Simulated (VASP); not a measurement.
Here is the system:

```xyz
3
Lattice="1.6242 -2.7657 0.0000 1.5419 2.7182 0.0000 0.0000 0.0000 3.5564" Properties=species:S:1:pos:R:3 pbc="T T T"
Zr     3.1661    -0.0475     0.0000
B      1.5693     0.8902     1.7782
B      1.5968    -0.9377     1.7782
```

Calculation: r2SCAN meta-GGA, VASP's PBE PAW potentials (set 64) (plane waves; VASP 6.6.1). Run with 600 eV cut-off, 10×10×8 Γ-centred mesh, first-order Methfessel-Paxton smearing of 0.10 eV, potentials Zr_sv B.

Task: Give the force on each atom (eV/Å).

Result: 
| atom | Fx | Fy | Fz |
|---|---|---|---|
| Zr1 | 0.000 | 0.000 | 0.000 |
| B2 | 0.069 | -0.014 | 0.000 |
| B3 | -0.069 | 0.014 | 0.000 |

Task: Give the stress tensor in GPa (positive for a compressed cell).

Result: 
```
 0.37   7.87   0.00
 7.87   0.22   0.00
 0.00   0.00  -0.03
```
The pressure is its mean diagonal, 0.19 GPa.

The compound is ZrB2 in the AlB2 type structure. This cell was strained or had an atom moved on purpose.
